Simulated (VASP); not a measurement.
Calculation: LDA (Ceperley-Alder, Perdew-Zunger), VASP's LDA PAW potentials (set 64) (plane waves; VASP 6.6.1).

The input files of a VASP run:

POSCAR:
```
BN
1
    1.2453450389    -2.1570012629     0.0000000000
    1.2453450389     2.1570012629     0.0000000000
    0.0000000000     0.0000000000     6.4613566291
B N
2 2
Direct
  0.3333330000   0.6666670000   0.2500000000
  0.6666670000   0.3333330000   0.7500000000
  0.6666670000   0.3333330000   0.2500000000
  0.3333330000   0.6666670000   0.7500000000
```

INCAR:
```
SYSTEM = BN
PREC = Accurate; ENCUT = 620; LREAL = F
LASPH = T
EDIFF = 1E-6; NELM = 100; ALGO = Normal
ISMEAR = 0; SIGMA = 0.05
IBRION = 2; NSW = 40; ISIF = 3
EDIFFG = -0.02; PSTRESS = 50
LWAVE = F; LCHARG = F
```

**KPOINTS**
```
K-points
0
G
  10 10 4
0 0 0
```

POTCAR, in this order: B N (LDA.64 set). Program: vasp_std.

What will the output report for the number of irreducible k-points (NKPTS), largest plane-wave count, number of space-group operations, FFT grid (NGX, NGY, NGZ)?

```
Item                                          Result
--------------------------------------  ------------
number of irreducible k-points (NKPTS)            42
largest plane-wave count                        1236
number of space-group operations                  24
FFT grid (NGX, NGY, NGZ)                20 × 20 × 54
```

The compound is BN in the hex structure. This run relaxes it under an external pressure of 5 GPa. Symmetry was kept, so distortions that lower it aren't found.
